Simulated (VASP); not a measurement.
```
CaSe
1.0
    0.00000     2.97114     2.97114
    2.97114     0.00000     2.97114
    2.97114     2.97114     0.00000
Ca Se
1 1
Cartesian
  0.00000   0.00000   0.00000
  2.97114   2.97114   2.97114
```

The numbers are results of r2SCAN meta-GGA, VASP's PBE PAW potentials (set 64) (plane waves; VASP 6.6.1), not measurements. Settings: 400 eV cut-off, 10×10×10 Γ-centred mesh, Gaussian smearing of 0.010 eV, potentials Ca_sv Se.

Task: Give the direction-averaged independent-particle dielectric function (no local fields, no excitons; a broadening of 0.1 eV leaves a tail below the gap, and fine structure carries the noise of the k-mesh).

Result: 
```json
[
 {"ħω (eV)": "0.00", "ε₁": "5.27", "ε₂": "0.00"},
 {"ħω (eV)": "0.20", "ε₁": "5.28", "ε₂": "0.01"},
 {"ħω (eV)": "0.50", "ε₁": "5.30", "ε₂": "0.01"},
 {"ħω (eV)": "0.80", "ε₁": "5.35", "ε₂": "0.02"},
 {"ħω (eV)": "1.10", "ε₁": "5.43", "ε₂": "0.03"},
 {"ħω (eV)": "1.40", "ε₁": "5.53", "ε₂": "0.04"},
 {"ħω (eV)": "1.70", "ε₁": "5.67", "ε₂": "0.05"},
 {"ħω (eV)": "2.00", "ε₁": "5.86", "ε₂": "0.07"},
 {"ħω (eV)": "2.30", "ε₁": "6.11", "ε₂": "0.10"},
 {"ħω (eV)": "2.60", "ε₁": "6.44", "ε₂": "0.13"},
 {"ħω (eV)": "2.90", "ε₁": "6.93", "ε₂": "0.20"},
 {"ħω (eV)": "3.20", "ε₁": "7.71", "ε₂": "0.39"},
 {"ħω (eV)": "3.50", "ε₁": "8.62", "ε₂": "1.38"},
 {"ħω (eV)": "3.80", "ε₁": "9.38", "ε₂": "3.02"},
 {"ħω (eV)": "4.00", "ε₁": "8.93", "ε₂": "3.90"},
 {"ħω (eV)": "4.30", "ε₁": "8.31", "ε₂": "5.67"},
 {"ħω (eV)": "4.60", "ε₁": "6.76", "ε₂": "5.93"},
 {"ħω (eV)": "4.90", "ε₁": "7.09", "ε₂": "6.54"},
 {"ħω (eV)": "5.20", "ε₁": "4.81", "ε₂": "7.58"},
 {"ħω (eV)": "5.50", "ε₁": "4.96", "ε₂": "6.38"},
 {"ħω (eV)": "5.80", "ε₁": "3.66", "ε₂": "6.46"},
 {"ħω (eV)": "6.10", "ε₁": "3.16", "ε₂": "7.84"},
 {"ħω (eV)": "6.40", "ε₁": "1.94", "ε₂": "7.02"},
 {"ħω (eV)": "6.70", "ε₁": "2.67", "ε₂": "7.16"},
 {"ħω (eV)": "7.00", "ε₁": "0.49", "ε₂": "6.73"},
 {"ħω (eV)": "7.30", "ε₁": "-0.45", "ε₂": "6.26"},
 {"ħω (eV)": "7.60", "ε₁": "-0.22", "ε₂": "6.86"},
 {"ħω (eV)": "7.80", "ε₁": "-1.28", "ε₂": "6.49"},
 {"ħω (eV)": "8.10", "ε₁": "-2.43", "ε₂": "5.19"},
 {"ħω (eV)": "8.40", "ε₁": "-2.03", "ε₂": "3.43"},
 {"ħω (eV)": "8.70", "ε₁": "-1.46", "ε₂": "3.46"},
 {"ħω (eV)": "9.00", "ε₁": "-1.66", "ε₂": "2.96"},
 {"ħω (eV)": "9.30", "ε₁": "-1.58", "ε₂": "2.63"},
 {"ħω (eV)": "9.60", "ε₁": "-1.64", "ε₂": "1.59"},
 {"ħω (eV)": "9.90", "ε₁": "-0.26", "ε₂": "1.37"},
 {"ħω (eV)": "10.20", "ε₁": "0.00", "ε₂": "1.66"},
 {"ħω (eV)": "10.50", "ε₁": "-0.28", "ε₂": "1.97"},
 {"ħω (eV)": "10.80", "ε₁": "0.05", "ε₂": "1.70"},
 {"ħω (eV)": "11.10", "ε₁": "-0.10", "ε₂": "2.23"},
 {"ħω (eV)": "11.40", "ε₁": "-0.03", "ε₂": "2.10"}
]
```
ε₂ peaks at 5.1 eV (height 7.8), 6.0 eV (height 7.9), 6.8 eV (height 7.9), 7.6 eV (height 6.9); ε₁(0) averages 5.27, so the electronic refractive index below the gap tends to √5.27 = 2.30.

The compound is CaSe in the rock salt structure. It was relaxed first.
